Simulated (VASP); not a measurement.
The system is Al.

```
CELL_PARAMETERS angstrom
0.00000 2.01000 2.01000
2.01000 0.00000 2.01000
2.01000 2.01000 0.00000
ATOMIC_POSITIONS crystal
Al 0.00000 0.00000 0.00000
```

The cell was built by a generator and needn't be a form met in nature.

- Program: VASP 6.6.1
- Task: relaxation of cell and atoms
- Functional: PBE
- Dispersion: D3(BJ)
- Potentials or basis: VASP PAW PBE potentials, release 64 (Al)
- Cutoff: 600 eV
- k mesh: 18 × 18 × 18
- Occupations: methfessel-paxton, width 0.1 eV
- Spin: no spin polarisation

At the start: pressure -2.3 GPa; volume 16.24 Å³/atom.

**Question.** Where does the relaxation end?

**Answer.** Over 3 steps the energy falls by 3.4 meV/atom and the volume is 15.78 Å³/atom (-2.9 %); space group Fm-3m (No. 225, to 0.05 Å).

Step by step:
| step | energy change (eV) | largest force (eV/Å) | pressure (GPa) | volume (Å³) |
| --- | --- | --- | --- | --- |
| 1 | 0.0000 | 0.0000 | -2.28 | 16.24 |
| 2 | -0.0033 | 0.0000 | 0.40 | 15.70 |
| 3 | -0.0034 | 0.0000 | 0.00 | 15.78 |

Final structure:
```xyz
1
Lattice="0.0000 1.9906 1.9906 1.9906 0.0000 1.9906 1.9906 1.9906 0.0000" Properties=species:S:1:pos:R:3 pbc="T T T"
Al    0.0000    0.0000    0.0000
```

Caveat: pairwise dispersion overbinds metals, which lowers pressure and volume.
